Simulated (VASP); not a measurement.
Given:

```
FeSi
1.0
    4.40456     0.00000     0.00000
    0.00000     4.40456     0.00000
    0.00000     0.00000     4.40456
Fe Si
4 4
Direct
  0.86274   0.63726   0.36274
  0.36274   0.86274   0.63726
  0.13726   0.13726   0.13726
  0.63726   0.36274   0.86274
  0.15889   0.34111   0.65889
  0.65889   0.15889   0.34111
  0.84111   0.84111   0.84111
  0.34111   0.65889   0.15889
```

Calculation: PBEsol GGA, VASP's PBE PAW potentials (set 64) (plane waves; VASP). Run with 500 eV cut-off, 5×5×5 Γ-centred mesh, Gaussian smearing of 0.050 eV, potentials Fe Si.

Task: The ions, cell shape and volume at an external pressure of 5.0 GPa are relaxed. Predict the relaxed structure.

Result: 
```
FeSi
1.0
    4.37697     0.00000     0.00000
    0.00000     4.37697     0.00000
    0.00000     0.00000     4.37697
Fe Si
4 4
Direct
  0.86196   0.63804   0.36196
  0.36196   0.86196   0.63804
  0.13804   0.13804   0.13804
  0.63804   0.36196   0.86196
  0.15857   0.34143   0.65857
  0.65857   0.15857   0.34143
  0.84143   0.84143   0.84143
  0.34143   0.65857   0.15857
```
Space group P2_13 (198), at a tolerance of 0.03 Å.

Task: How do energy and volume change from the first to the last step?

Result: The energy (σ→0) changes by +3.3 meV/atom and the volume by -1.9 %, in 6 ionic steps.

The compound is FeSi in the B20 structure. This run relaxes it under an external pressure of 5 GPa. Symmetry was kept, so distortions that lower it aren't found. The run is not spin-polarised, so no magnetic state was tried.
